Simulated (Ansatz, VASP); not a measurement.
**Cross-check of SnTe between VASP and Ansatz**

Wanted: the spread between two codes on one cell, functional and k mesh. The cell is taken from a series of runs on this material, whose earlier steps may have relaxed, scaled, displaced or heated it; both programs get it as it stands.

Main program and level: Ansatz 0.2.0; plane waves, with VASP 6.6.1 beside it; zone-centre phonons at LDA.

## (1) The starting structure

Symmetry: I4/mmm, No. 139, tetragonal system. The conventional cell has a = 4.365 Å, b = 4.365 Å, c = 6.238 Å, α = 90.00°, β = 90.00°, γ = 90.00°. Nearest to Sn lie 6 Te at 3.09 to 3.12 Å. Te has 6 Sn at 3.09 to 3.12 Å nearest. Farther neighbours and most contacts between anions are not listed.

Coordinates:

```cif
data_structure
_symmetry_space_group_name_H-M 'P 1'
_symmetry_Int_Tables_number 1
_cell_length_a 4.3882
_cell_length_b 4.3882
_cell_length_c 4.3652
_cell_angle_alpha 60.173
_cell_angle_beta 60.173
_cell_angle_gamma 59.654
_cell_volume 59.43
loop_
_atom_site_label
_atom_site_type_symbol
_atom_site_fract_x
_atom_site_fract_y
_atom_site_fract_z
_atom_site_occupancy
Sn1 Sn 0.00000 0.00000 0.00000 1
Te2 Te 0.50000 0.50000 0.50000 1
```

## (2) Ansatz: zone-centre phonons, LDA

Ansatz runs on its PAW soft_1 files.

Second derivatives magnify differences that forces hide, and they need a tight electronic threshold.

Contents of input.yaml:

```yaml
crystal:
  lattice:
    - [0.0, 3.0866667758, 3.119074728]
    - [3.0866667758, 0.0, 3.119074728]
    - [3.0866667758, 3.0866667758, 0.0]
  atoms:
    - { symbol: Sn, position: [0.0, 0.0, 0.0] }
    - { symbol: Te, position: [0.5, 0.5, 0.5] }
kpoints:
  mp_grid: { grid: [12, 12, 12] }
hamiltonian:
  xc: lda
  pseudopotentials: { kind: paw, azcp: { folder: soft_1 }, xc_functional: pbe }
scf:
  occupations: { method: fixed }
output:
  eigenvalues: true
phonons:
  method: dfpt
```

Launch:

```sh
ansatz run input.yaml --threads 4 --pin off --max-ram 10240MiB --backend cpu --events-out ev --progress --plain --runs-dir out
```

Numbers of over 12 decimals in the logs are rounded to 6 here.

What it wrote:

```text
zone centre: on kpoints.mp_grid the ground state, and the responses unless they are solved on pairs of k-points, stand on 280 of the mesh's 1728 k-points, reduced under 8 symmetry operations, with k and −k counted as one. Each operation leaves every solved displacement unchanged or reverses it
Engine: ansatz 0.2.0, aarch64-unknown-linux-gnu
Pseudopotentials: kind: paw
Pseudopotential: Sn, paw, valence charge 14, recommended cutoff 420 eV (normal), soft_1/Sn.paw.azcp
Pseudopotential: Te, paw, valence charge 16, recommended cutoff 420 eV (normal), soft_1/Te.paw.azcp
Functional definition: SPW92
  exchange = slater_x
  correlation = pw_c
Crystal: 2 atoms, lattice volume = 59.434 Å³
Basis set: ecut = 420 eV, 1179 PW (Γ), exchange–correlation on 60×60×60 points (8 copies of the dense FFT grid, shifted against one another)
Bands: 19, of which v1, the nominal top of the filled ones, is band 15 counted from 1 (14 counted from 0)
Symmetry: 16 space group operations
k-points: 280 of 1728 (irreducible under 8 space group operations)
Non-local potential: Sn, projectors of the file, l = 0: 2, l = 1: 2, l = 2: 2, l = 3: 1
Non-local potential: Te, projectors of the file, l = 0: 2, l = 1: 2, l = 2: 2, l = 3: 1
PAW form: soft (Blöchl's): semilocal exchange-correlation on the pseudo side does not see the compensation charge
PAW frozen core: Sn, regenerated for the run's functional, and the local potential with it (the file was generated under x = pbe(κ = 0.804, μ = 0.219515), c = pbe(β = 0.066725))
PAW frozen core: Te, regenerated for the run's functional, and the local potential with it (the file was generated under x = pbe(κ = 0.804, μ = 0.219515), c = pbe(β = 0.066725))
PAW one-centre angular grid: Sn, 590 points (default); XC on 64 Gauss nodes
PAW one-centre angular grid: Te, 590 points (default); XC on 64 Gauss nodes
Initial density: superposition of atomic densities (chi_scale 0.1, normalization cell, long waves kept (reshape's long-wave potential 0.00 eV rms))
Initial wavefunctions: pseudopotential atomic-orbital guess
Functional: x = slater, c = lda
SCF iter   1: F=—  HF=-12707.417714 eV  |F-HF|=—  |Δ(HF+E_count)|=         —  Δρ=1.09e-2  dr2=7.14e-2  ethr=3.10e-3  ⟨swp⟩=4.8  Hψ=23750  notcnv=0  defer=519
preconditioner: auto → none  [insulator: Δε(μ)=0.261 eV  Ē_g=8.939 eV  n_scr=14 (ndim 8)  ℏωp=15.2 eV  f_vac=0.000  ε∞_Penn≈3.9]
SCF iter   2: F=—  HF=-12707.405209 eV  |F-HF|=—  |Δ(HF+E_count)|=   1.25e-2  Δρ=4.87e-3  dr2=1.24e-2  ethr=2.38e-4  ⟨swp⟩=2.1  Hψ=8776  notcnv=0  defer=552
SCF iter   3: F=—  HF=-12707.405212 eV  |F-HF|=—  |Δ(HF+E_count)|=   2.87e-6  Δρ=1.33e-3  dr2=2.14e-3  ethr=4.15e-5  ⟨swp⟩=2.6  Hψ=10271  notcnv=0  defer=554
SCF iter   4: F=—  HF=-12707.404602 eV  |F-HF|=—  |Δ(HF+E_count)|=   6.10e-4  Δρ=3.00e-4  dr2=3.47e-5  ethr=7.12e-6  ⟨swp⟩=3.3  Hψ=8773  notcnv=0  defer=555
SCF iter   5: F=—  HF=-12707.404605 eV  |F-HF|=—  |Δ(HF+E_count)|=   2.84e-6  Δρ=5.30e-5  dr2=7.09e-7  ethr=1.16e-7  ⟨swp⟩=2.2  Hψ=6597  notcnv=0  defer=531
SCF iter   6: F=—  HF=-12707.404604 eV  |F-HF|=—  |Δ(HF+E_count)|=   9.11e-7  Δρ=8.20e-6  dr2=3.14e-8  ethr=2.36e-9  ⟨swp⟩=2.3  Hψ=8752  notcnv=0  defer=339
SCF iter   7: F=—  HF=-12707.404604 eV  |F-HF|=—  |Δ(HF+E_count)|=   1.33e-8  Δρ=1.06e-6  dr2=4.94e-10  ethr=1.05e-10  ⟨swp⟩=2.0  Hψ=8117  notcnv=0  defer=339
SCF iter   8: F=-12707.404604 eV  HF=-12707.404604 eV  |F-HF|=9.09e-12  |Δ(HF+E_count)|=  1.78e-10  Δρ=1.63e-7  dr2=6.26e-12  ethr=1.00e-12  ⟨swp⟩=10.3  Hψ=37491  notcnv=0
SCF 1 converged in 8 iterations: F = -12707.404604 eV  dr2 = 6.26e-12
  greatest PAW one-centre occupation: 0.999 electrons in one spin orbital (limit 2), on the Te atom at site 1 (counted from 0), in its partial waves of l = 2
DFPT response loops at Γ: preconditioner auto → Resta (q_TF=auto, 2.434 Å⁻¹)  ε∞=15.0 (no band partly filled); β = 1.00, the filter's whole step (`scf.mixing.beta` (0.50) is not read by the response loops at its default; to damp them type it under 1.00, their step now; it binds the ground state too); Broyden in place of MSR1
SCF converged after 8 iterations
Free energy (F): -12707.404604 eV
Harris-Foulkes:  -12707.404604 eV  (|F-HF|=9.09e-12)
Internal energy: -12707.404604 eV  (E = F + TS)
E sigma→0 (E₀):  -12707.404604 eV
Fermi energy:    10.072169 eV
--- Per-component energies (eV) ---
  E_band       = -340.427101
  E_kinetic    = 342.481562
  E_local      = -2613.874678  (includes V_loc(G=0)·N_el)
  E_nonlocal   = 221.526353
  E_hartree    = 1308.302238
  E_xc         = -247.952751
  E_vxc        = -184.778824  (∫ρ·V_xc dr)
  E_paw        = -8743.157011  (= ΣΔE_a)
  E_vpaw       = -722.386387  (= ΣTr[D̂ρ^β])
  E_aug_tail   = 0.000346  (compensation charges beyond the density's cutoff)
  E_ewald      = -2975.834196
  E_core_change = 1.103533  (= ΣΔE_core)
  E_smearing   = -0.000000  (= −TS)
  E_closure    = 0.000000  (closes the sum)
  Σ components = -12707.404604   (vs F -12707.404604, Δ=0.00e0)
--- Band table (eV; the first three rows and the last of 280) ---
  k-point 0: bands = [... 11 lower, 5.5243, 7.8672, 7.8672, 7.9849, 13.3866, 13.6530, 13.6530, 14.8613]
  k-point 1: bands = [... 11 lower, 5.1149, 7.8805, 7.9462, 8.2177, 13.0447, 13.2858, 13.3002, 14.8272]
  k-point 2: bands = [... 11 lower, 4.2581, 7.9242, 7.9801, 8.7550, 12.3387, 12.5367, 12.5852, 14.8582]
  k-point 279: bands = [... 11 lower, 3.5903, 4.2525, 6.2126, 6.2126, 12.1893, 15.3008, 15.3008, 16.7353]
--- Phonons (Γ-DFPT): 4 representative perturbations + reference, on 280 of 1728 k-points (Σ response iterations 12) ---
  k mesh reduced under 8 symmetry operations, with k and −k counted as one. Each operation leaves every solved displacement unchanged or reverses it
  ASR residual: 2.559e-4 → 0.000e0 eV/Å²; symmetrization residual: 2.026e-6 eV/Å²
  ASR residual per site (eV/Å²): 2.56e-4 4.37e-5
  Γ frequencies (cm⁻¹): 0.00 0.00 0.00 33.66 46.72 46.72
  non-analytic LO–TO correction: not included (Born effective charges unavailable; polar crystals: no LO–TO splitting at Γ)
```

(Continued in part 2 of 2.)

[Lines on the potential files, build, host, timing and source positions are cut from VASP's logs without a mark.]

[Logs are printed without paths, hosts, clocks, repeated set-up lines and the standing remarks that a program may print on its own settings, such as how far it seeks lower states.]

[Hosts, paths, dates, database ids (printed as entryN), source tags and the programs' standing remarks are cut or masked in the printed files.]
